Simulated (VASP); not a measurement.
Given:

```
WSi2
1.0
   -1.66296     1.66296     4.05249
    1.66296    -1.66296     4.05249
    1.66296     1.66296    -4.05249
Si W
2 1
Cartesian
  0.00000   0.00000   5.39458
  0.00000   0.00000   2.71039
  0.00000   0.00000   0.00000
```

The numbers are results of PBE GGA, VASP's PBE PAW potentials (set 64) (plane waves; VASP), not measurements. Run with 480 eV cut-off, 12×12×12 Γ-centred mesh, first-order Methfessel-Paxton smearing of 0.10 eV, potentials Si W_sv.

Unless said otherwise, spin-orbit coupling is left out, though it shifts the bands of the heavy elements here.

**Question.** Predict the energy per atom (σ→0), pressure, largest force, band gap (on the k-mesh) with the smallest direct gap where there is one.

**Answer.** 
| Property | Value |
|---|---|
| band gap (on the k-mesh) | none (metal, semimetal or under 0.01 eV) |
| energy per atom (σ→0) | -8.203 eV/atom |
| pressure | -16.14 GPa |
| largest force | 0.212 eV/Å |

Only differences to runs with the same potentials and settings are physical.

The compound is WSi2 in the MoSi2 type structure. This cell was strained or had an atom moved on purpose.
